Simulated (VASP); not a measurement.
These are PBE GGA, VASP's PBE PAW potentials (set 64) (plane waves; VASP) values and carry that method's errors.

VASP input:

### POSCAR
```
Li2Se
1
    0.0000000000     2.9181230000     2.9395480000
    3.0217800000     0.0000000000     2.9395480000
    3.0217800000     2.9181230000     0.0000000000
Li Se
2 1
Direct
  0.2500000000   0.2500000000   0.2500000000
  0.7500000000   0.7500000000   0.7500000000
 -0.0161240000   0.0161240000   0.0161240000
```

**KPOINTS**
```
Automatic mesh
0
Monkhorst-Pack
8 8 8
0 0 0
```

**INCAR**
```
SYSTEM = Li2Se
PREC = Accurate
ENCUT = 520
EDIFF = 1E-6
NELM = 100
ALGO = Normal
LREAL = .FALSE.
LASPH = .TRUE.
ISMEAR = 0
SIGMA = 0.05
GGA = PE
LMAXMIX = 4
LWAVE = .FALSE.
LCHARG = .FALSE.
ISIF = 2
```

POTCAR, in this order: Li_sv Se (PBE.64 set). Program: vasp_std.

Question: Predict the energy per atom (σ→0), pressure, largest force.

Answer: 
| Item | Value |
|---|---|
| energy per atom (σ→0) | -3.699 eV/atom |
| pressure | 1.76 GPa |
| largest force | 0.00728 Ha/bohr |

OSZICAR:
```
...
DAV:   7    -0.110892207033E+02    0.14864E-01   -0.15546E-01  6888   0.194E+00    0.737E-01
DAV:   8    -0.110966161386E+02   -0.73954E-02   -0.21144E-02  6362   0.101E+00    0.204E-01
DAV:   9    -0.110966799430E+02   -0.63804E-04   -0.13325E-03  7730   0.213E-01    0.931E-02
DAV:  10    -0.110969740624E+02   -0.29412E-03   -0.53877E-04  5684   0.149E-01    0.368E-02
DAV:  11    -0.110969775756E+02   -0.35132E-05   -0.29008E-05  7712   0.406E-02    0.676E-03
DAV:  12    -0.110969812588E+02   -0.36832E-05   -0.65792E-06  5750   0.181E-02    0.198E-03
DAV:  13    -0.110969812702E+02   -0.11474E-07   -0.12570E-07  4962   0.382E-03
   1 F= -.11096981E+02 E0= -.11096981E+02  d E =-.857164E-14
```

The compound is Li2Se in the antifluorite structure. The cell was not relaxed at this level, atoms are displaced from their ideal sites. The run is one of a series of settings (KPOINTS 8×8×8 Monkhorst-Pack mesh against the base run), some of them coarse on purpose.
